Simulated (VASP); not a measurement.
The input files of a VASP run:

INCAR:
```
GGA=PE   # PBE
ENCUT=800   # plane-wave cut-off (eV)
LASPH=.TRUE.   # aspherical one-centre terms
ALGO=Normal   # blocked Davidson
LREAL=.FALSE.   # projection in real space or not
ISIF=2   # forces and stress, cell fixed
EDIFF=1E-6
PREC=Accurate
SYSTEM=ZrO2
LCHARG=.FALSE.
NELM=100
SIGMA=0.05   # width (eV)
LWAVE=.FALSE.
ISMEAR=0   # Gaussian
LMAXMIX=4
```

### POSCAR
```
ZrO2
1
    0.0000000000     2.5959000000     2.5959000000
    2.5959000000     0.0000000000     2.5959000000
    2.5959000000     2.5959000000     0.0000000000
Zr O
1 2
Direct
  0.0000000000   0.0000000000   0.0000000000
  0.2500000000   0.2500000000   0.2500000000
  0.7500000000   0.7500000000   0.7500000000
```

**KPOINTS**
```
Regular mesh
0
gamma
 7 7 7
0 0 0
```

POTCAR, in this order: Zr_sv O_h (PBE.64 set). Program: vasp_std.

Task: Write an equivalent input for Ansatz.

Result: One equivalent input (not run):
Ansatz 0.2 input:
```yaml
crystal:
  lattice:
    - [0.0000000, 2.5959000, 2.5959000]
    - [2.5959000, 0.0000000, 2.5959000]
    - [2.5959000, 2.5959000, 0.0000000]
  atoms:
    - { symbol: Zr, position: [0.0000000, 0.0000000, 0.0000000] }
    - { symbol: O, position: [0.2500000, 0.2500000, 0.2500000] }
    - { symbol: O, position: [0.7500000, 0.7500000, 0.7500000] }
kpoints:
  mp_grid: { grid: [7, 7, 7] }
hamiltonian:
  xc: pbe
  pseudopotentials: { kind: paw }
scf:
  occupations: { method: gaussian, width: 0.05 }
  max_iter: 100
output: { forces: true, stress: true, eigenvalues: true }
```
What does not carry over: each code has its own PAW files, so the cut-off isn't converted (ENCUT is set for VASP's; basis.ecutwfc is left out, and Ansatz then takes the one that its files recommend); Ansatz stops its SCF on the density residual and VASP on the energy change (EDIFF).

The compound is ZrO2 in the fluorite structure, the high-temperature cubic form, which is unstable at 0 K; the monoclinic form is the stable one. The cell was not relaxed at this level. The run is one of a series of settings (ENCUT = 800, POTCAR Zr_sv O_h (PBE.64 set) against the base run), some of them coarse on purpose.
